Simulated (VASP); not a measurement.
A convergence study with VASP on GaN (wurtzite): a few settings are varied, all else stays as given below, so the limit is that of these other settings.

```xyz
4
Lattice="1.5950 -2.7626 0.0000 1.5950 2.7626 0.0000 0.0000 0.0000 5.1900" Properties=species:S:1:pos:R:3 pbc="T T T"
Ga     1.5950    -0.9209     2.5950
Ga     1.5950     0.9209     0.0000
N      1.5950    -0.9209     4.5516
N      1.5950     0.9209     1.9566
```

Calculation: PBEsol GGA, VASP's PBE PAW potentials (set 64) (plane waves; VASP 6.6.1). The last row used: 700 eV cut-off, 15×15×8 Γ-centred mesh, second-order Methfessel-Paxton smearing of 0.40 eV, potentials Ga_d N.

```csv
setting,E (eV/atom),pressure (GPa),irreducible k-points
"ISMEAR = -1, SIGMA = 0.01, 4×4×2 mesh",-6.5525,-1.48,8
"ISMEAR = -1, SIGMA = 0.1, 4×4×2 mesh",-6.5525,-1.48,8
"ISMEAR = 0, SIGMA = 0.01, 4×4×2 mesh",-6.5525,-1.48,8
"ISMEAR = 0, SIGMA = 0.2, 4×4×2 mesh",-6.5525,-1.48,8
"ISMEAR = 1, SIGMA = 0.05, 4×4×2 mesh",-6.5525,-1.48,8
"ISMEAR = 1, SIGMA = 0.2, 4×4×2 mesh",-6.5523,-1.49,8
"ISMEAR = 2, SIGMA = 0.05, 4×4×2 mesh",-6.5525,-1.49,8
"ISMEAR = 2, SIGMA = 0.2, 4×4×2 mesh",-6.5523,-1.49,8
"ISMEAR = -1, SIGMA = 0.01, 9×9×5 mesh",-6.5696,-1.39,36
"ISMEAR = -1, SIGMA = 0.2, 9×9×5 mesh",-6.5696,-1.38,36
"ISMEAR = 0, SIGMA = 0.01, 9×9×5 mesh",-6.5696,-1.39,36
"ISMEAR = 0, SIGMA = 0.4, 9×9×5 mesh",-6.5696,-1.39,36
"ISMEAR = 1, SIGMA = 0.05, 9×9×5 mesh",-6.5696,-1.39,36
"ISMEAR = 1, SIGMA = 0.4, 9×9×5 mesh",-6.5696,-1.41,36
"ISMEAR = 2, SIGMA = 0.05, 9×9×5 mesh",-6.5696,-1.39,36
"ISMEAR = 2, SIGMA = 0.4, 9×9×5 mesh",-6.5696,-1.39,36
"ISMEAR = -1, SIGMA = 0.05, 15×15×8 mesh",-6.5697,-1.39,135
"ISMEAR = -1, SIGMA = 0.2, 15×15×8 mesh",-6.5697,-1.38,135
"ISMEAR = 0, SIGMA = 0.1, 15×15×8 mesh",-6.5697,-1.39,135
"ISMEAR = 0, SIGMA = 0.4, 15×15×8 mesh",-6.5697,-1.39,135
"ISMEAR = 1, SIGMA = 0.1, 15×15×8 mesh",-6.5697,-1.39,135
"ISMEAR = 1, SIGMA = 0.4, 15×15×8 mesh",-6.5696,-1.41,135
"ISMEAR = 2, SIGMA = 0.1, 15×15×8 mesh",-6.5697,-1.39,135
"ISMEAR = 2, SIGMA = 0.4, 15×15×8 mesh",-6.5696,-1.39,135
```

Left out are rungs that failed or repeat a setting and relaxations that didn't move; long series are thinned to 24 rows.

The compound is GaN in the wurtzite structure. The cell was not relaxed at this level.
